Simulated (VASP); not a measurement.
A run of VASP 6.6.1 is set up as follows.

File INCAR:

```
SYSTEM = TeP
PREC     = Accurate       ! precision mode
ENCUT    = 520            ! plane-wave cutoff, eV
EDIFF    = 1E-7           ! SCF threshold, eV
ISMEAR   = 0              ! smearing method
SIGMA    = 0.1            ! smearing width, eV
LREAL    = .False.        ! projectors in reciprocal space
LASPH    = .True.         ! aspherical terms in the spheres
NELM     = 100            ! most SCF steps
ALGO     = Fast           ! electronic algorithm
ISIF     = 2              ! what is computed and relaxed
LWAVE    = .False.        ! write WAVECAR
LCHARG   = .False.        ! write CHGCAR
LDIPOL   = .True.       
IDIPOL   = 3            
DIPOL    = 0.5 0.5 0.500
GGA      = PE             ! functional
NBANDS   = 12             ! bands
```

File KPOINTS:

```
regular mesh
0
Gamma
  6 6 1
  0 0 0
```

POSCAR

```
TeP
1.0
    3.6680389700      0.0000000000      0.0000000000
   -1.8340194800      3.1766155900      0.0000000000
    0.0000000000      0.0000000000     16.0000000000
Te P
1 1
Direct
    0.6666666700      0.3333333300      0.5470765900
    0.3333333300      0.6666666700      0.4529234100
```

Potentials or basis: VASP PAW PBE potentials, release 64 (Te, P).

Run with:

```console
$ cat potpaw_PBE.64/Te/POTCAR potpaw_PBE.64/P/POTCAR > POTCAR
$ mpirun -np 1 vasp_std > vasp.out
```

(1) Estimate the largest force.

(2) Predict the band gap on the k mesh.

## Answers

(1) 0.170 eV/Å.

(2) none (metal or under the smearing width).
